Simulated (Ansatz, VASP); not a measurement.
## One calculation of MgZn17S18 (a cell with a defect) (Wurtzite-6H), two programs

```
CELL_PARAMETERS angstrom
5.71800 3.30129 0.00000
-5.71800 3.30129 0.00000
0.00000 0.00000 18.68999
ATOMIC_POSITIONS crystal
Zn 0.00032 0.00000 0.99925
Zn 0.33333 0.66698 0.99925
Zn 0.66635 0.33302 0.99925
Zn 0.99815 0.00000 0.50144
Zn 0.33333 0.66481 0.50144
Zn 0.66852 0.33519 0.50144
Zn 0.33333 0.33539 0.16537
Zn 0.66872 0.00000 0.16537
Zn 0.99795 0.66461 0.16537
Zn 0.33333 0.00000 0.66707
Zn 0.66667 0.66667 0.66763
Zn 0.00000 0.33333 0.66763
Zn 0.66667 0.66667 0.33336
Zn 0.00000 0.33333 0.33336
Zn 0.33333 0.33318 0.83318
Zn 0.66651 0.00000 0.83318
Zn 0.00015 0.66682 0.83318
Mg 0.33333 0.00000 0.33356
S 0.00151 0.00000 0.12410
S 0.33333 0.66817 0.12410
S 0.66516 0.33183 0.12410
S 0.99929 0.00000 0.62625
S 0.33333 0.66596 0.62625
S 0.66738 0.33404 0.62625
S 0.33333 0.34258 0.28990
S 0.67591 0.00000 0.28990
S 0.99076 0.65742 0.28990
S 0.33333 0.00000 0.79178
S 0.66667 0.66667 0.79217
S 0.00000 0.33333 0.79217
S 0.33333 0.00000 0.46247
S 0.66667 0.66667 0.45846
S 0.00000 0.33333 0.45846
S 0.33333 0.33356 0.95781
S 0.66690 0.00000 0.95781
S 0.99977 0.66644 0.95781
```

Alike in both runs: functional PBE; k mesh 3 × 3 × 1; occupations fermi-dirac, width 0.01 eV; no spin polarisation.

Ansatz relaxed the structure, and its values are those at the end. VASP's run is a single point on that final structure, the one shown.

```csv
,VASP,Ansatz
version,VASP 6.6.1,Ansatz 0.2.0
potentials or method,"VASP PAW PBE potentials, release 64 (Zn, Mg, S)","plane-wave PAW, scalar-relativistic"
plane-wave cutoff (eV),520,420
valence electrons in the cell,314,322
```

VASP gave:

* gap on the k mesh at the Fermi level (eV): 2.25
* pressure (GPa): 2.9
* rms of the force components (eV/Å): 0.004

Q: Which values does Ansatz return?

A: gap on the k mesh at the Fermi level (eV): 2.25; pressure (GPa): 2.7; rms of the force components (eV/Å): 0.005.

The two sets of potentials don't hold the same shells in valence. Ansatz warned: «stress_scf_threshold_loose».

A hybrid or GW would open this gap; PBE tends to underestimate it.
